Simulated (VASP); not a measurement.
Elastic constants (GPa) of a crystal from PBE GGA, VASP's PBE PAW potentials (set 64) in VASP:

```
      xx    yy    zz    yz    xz    xy
--  ----  ----  ----  ----  ----  ----
xx  94.8  21.7  21.7   0.0   0.0   0.0
yy  21.7  94.8  21.7   0.0   0.0   0.0
zz  21.7  21.7  94.8   0.0   0.0   0.0
yz   0.0   0.0   0.0  27.1   0.0   0.0
xz   0.0   0.0   0.0   0.0  27.1   0.0
xy   0.0   0.0   0.0   0.0   0.0  27.1
```

Problem. Work out the Voigt, Reuss and Hill moduli, Young's modulus and Poisson's ratio.

Solution. All eigenvalues are positive (smallest 27.1 GPa), so the crystal is stable. K_V = (C11+C22+C33+2(C12+C13+C23))/9 = (284.4 + 2×65.1)/9 = 46.1 GPa; G_V = (284.4 − 65.1 + 3×81.3)/15 = 30.9 GPa. From the compliances, K_R = 46.1 GPa and G_R = 30.2 GPa. Hill: K = 46.1 GPa, G = 30.6 GPa, E = 9KG/(3K+G) = 75.1 GPa, ν = (3K−2G)/(2(3K+G)) = 0.228. K/G = 1.51, below Pugh's 1.75; universal anisotropy A^U = 0.11.

Problem. With a density of 2.70 g/cm³, what are the mean sound speeds?

Solution. v_l = √((K+4G/3)/ρ) = 5.67 km/s and v_t = √(G/ρ) = 3.36 km/s. The crystal is NaF (rock salt), cubic.

The compound is NaF in the rock salt structure. It was relaxed first.
